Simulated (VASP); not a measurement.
A run of VASP 6.6.1:

Contents of INCAR:

```
  PREC = Accurate
  ENCUT = 600
  EDIFF = 1E-8
  ISMEAR = 0
  SIGMA = 0.02
  LREAL = F
  LASPH = T
  NELM = 80
  ALGO = Normal
  ISIF = 2
  LWAVE = F
  LCHARG = F
  GGA = PE
  LEPSILON = T
  IBRION = 8
  NSW = 1
```

The input KPOINTS:

```
regular mesh
0
Gamma
  12 12 6
```

File POSCAR:

```
GaN
1.0
    3.2185800000      0.0000000000      0.0000000000
   -1.6092900000      2.7873700000      0.0000000000
    0.0000000000      0.0000000000      5.2420600000
Ga N
2 2
Direct
    0.6666700000      0.3333300000      0.4991100000
    0.3333300000      0.6666700000      0.9991100000
    0.6666700000      0.3333300000      0.8758900000
    0.3333300000      0.6666700000      0.3758900000
```

Potentials or basis: VASP PAW PBE potentials, release 64 (Ga_d, N).

Run with:

```bash
$ cat potpaw_PBE.64/Ga_d/POTCAR potpaw_PBE.64/N/POTCAR > POTCAR
$ mpirun -np 1 vasp_std > vasp.out
```

Hardware: 1 thread of Intel(R) Xeon(R) 6975P-C (Granite Rapids), on a shared host.

Task: How long does it take, and how much memory?

Result: It took 73 min on 1 thread of Intel(R) Xeon(R) 6975P-C (Granite Rapids), on a shared host, peak memory 1.2 GiB. Counts: scf iterations 229, k points 172.
